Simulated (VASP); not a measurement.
OSZICAR of a VASP run on Ni3Al (L1_2):

### OSZICAR
```
       N       E                     dE             d eps       ncg     rms          rms(c)
DAV:   1     0.222974176966E+03    0.22297E+03   -0.19384E+04  2948   0.268E+03
DAV:   2    -0.140780465651E+02   -0.23705E+03   -0.22853E+03  2940   0.408E+02
DAV:   3    -0.256051279551E+02   -0.11527E+02   -0.10703E+02  3141   0.122E+02
DAV:   4    -0.258255307309E+02   -0.22040E+00   -0.21799E+00  3447   0.148E+01
DAV:   5    -0.258332122513E+02   -0.76815E-02   -0.76806E-02  3483   0.258E+00    0.188E+01
DAV:   6    -0.276201465261E+02   -0.17869E+01   -0.69623E+01  3365   0.137E+02    0.228E+01
DAV:   7    -0.218129847920E+02    0.58072E+01   -0.21095E+01  3345   0.749E+01    0.214E+00
DAV:   8    -0.218233370639E+02   -0.10352E-01   -0.50340E-01  3098   0.594E+00    0.159E+00
DAV:   9    -0.218022705252E+02    0.21067E-01   -0.62608E-02  3821   0.350E+00    0.468E-01
DAV:  10    -0.218013426463E+02    0.92788E-03   -0.30250E-03  3307   0.671E-01    0.194E-01
DAV:  11    -0.218011982208E+02    0.14443E-03   -0.21044E-04  4032   0.197E-01    0.119E-01
DAV:  12    -0.218010844029E+02    0.11382E-03   -0.96804E-05  3529   0.110E-01    0.395E-02
DAV:  13    -0.218010822222E+02    0.21808E-05   -0.11115E-05  3255   0.398E-02    0.206E-02
DAV:  14    -0.218010812162E+02    0.10060E-05   -0.78537E-07  1795   0.135E-02    0.969E-03
DAV:  15    -0.218010804865E+02    0.72972E-06   -0.67740E-07  1685   0.102E-02
   1 F= -.21801080E+02 E0= -.21800790E+02  d E =-.870256E-03  mag=     0.7776
```

Which electronic solver shows in the log?

It is blocked Davidson (ALGO = Normal, or the opening steps of other solvers). The INCAR had ALGO = Normal.

How was spin treated?

Collinear spin (ISPIN = 2): the summary line carries one mag value, 0.78 μB in the cell.

Can the final energy be trusted as converged?

The run converged. It stopped with EDIFF = 1E-6, NELM = 100 (PBE GGA, plane waves, VASP's PBE PAW potentials (set 64)).

The compound is Ni3Al in the L1_2 structure. The cell was not relaxed at this level. The run is one of a series of settings (ENCUT = 800 against the base run), some of them coarse on purpose.
